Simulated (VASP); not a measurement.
OSZICAR of a VASP run on CdSe (wurtzite):

**OSZICAR**
```
       N       E                     dE             d eps       ncg     rms          rms(c)
DAV:   1     0.240117175131E+03    0.24012E+03   -0.16924E+04   616   0.146E+03
DAV:   2     0.996826066615E+00   -0.23912E+03   -0.23342E+03   688   0.343E+02
DAV:   3    -0.116131581291E+02   -0.12610E+02   -0.12567E+02   748   0.807E+01
DAV:   4    -0.117194257986E+02   -0.10627E+00   -0.10623E+00   670   0.718E+00
DAV:   5    -0.117203563076E+02   -0.93051E-03   -0.93047E-03   742   0.622E-01    0.878E+00
DAV:   6    -0.109945274531E+02    0.72583E+00   -0.16516E+00   728   0.127E+01    0.684E+00
DAV:   7    -0.109630254976E+02    0.31502E-01   -0.60971E-01   694   0.432E+00    0.261E+00
DAV:   8    -0.109609043040E+02    0.21212E-02   -0.70140E-02   664   0.293E+00    0.384E-01
DAV:   9    -0.109607986342E+02    0.10567E-03   -0.10155E-02   700   0.129E+00    0.132E-01
DAV:  10    -0.109609111143E+02   -0.11248E-03   -0.10663E-03   676   0.402E-01    0.772E-02
DAV:  11    -0.109610230233E+02   -0.11191E-03   -0.25974E-04   670   0.109E-01    0.210E-02
DAV:  12    -0.109610079768E+02    0.15046E-04   -0.98608E-05   764   0.107E-01    0.873E-03
DAV:  13    -0.109610107654E+02   -0.27885E-05   -0.14985E-05   664   0.312E-02    0.661E-03
DAV:  14    -0.109610107405E+02    0.24915E-07   -0.87257E-07   676   0.463E-03
   1 F= -.12223361E+02 E0= -.12223361E+02  d E =-.122234E+02
```

Problem. Which electronic solver shows in the log?

Solution. It is blocked Davidson (ALGO = Normal, or the opening steps of other solvers). The INCAR had ALGO = Normal.

Problem. Can the final energy be trusted as converged?

Solution. The calculation finished and met its thresholds. It stopped with EDIFF = 1E-7, NELM = 100, NSW = 30 and EDIFFG = -0.01 after 1 ionic step (PBE GGA with D4 dispersion, plane waves, VASP's PBE PAW potentials (set 64)).

The compound is CdSe in the wurtzite structure. It was relaxed first.
